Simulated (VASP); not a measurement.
Input:

```
CELL_PARAMETERS angstrom
      0.00000     3.05493     3.05493
      3.05493     0.00000     3.05493
      3.05493     3.05493     0.00000
ATOMIC_POSITIONS crystal
  Ba 0.00000 0.00000 0.00000
  S  0.50000 0.50000 0.50000
```

Computed with PBE GGA, VASP's PBE PAW potentials (set 64) (plane waves; VASP). Numerical set-up: 500 eV cut-off, 8×8×8 Γ-centred mesh, Gaussian smearing of 0.050 eV, potentials Ba_sv S.

Unless said otherwise, spin-orbit coupling is left out, though it shifts the bands of the heavy elements here.

Question: What does the run give for the energy per atom (σ→0), pressure, band gap (on the k-mesh) with the smallest direct gap where there is one?

Answer: 
- band gap (on the k-mesh) = 1.82 eV
- smallest direct gap (on the k-mesh) = 1.86 eV
- energy per atom (σ→0) = -4.960 eV/atom
- pressure = 9.91 GPa

Total energies compare only between runs with the same potentials, cut-off and functional.

The compound is BaS in the rock salt structure. It was relaxed first under an external pressure of 10 GPa.
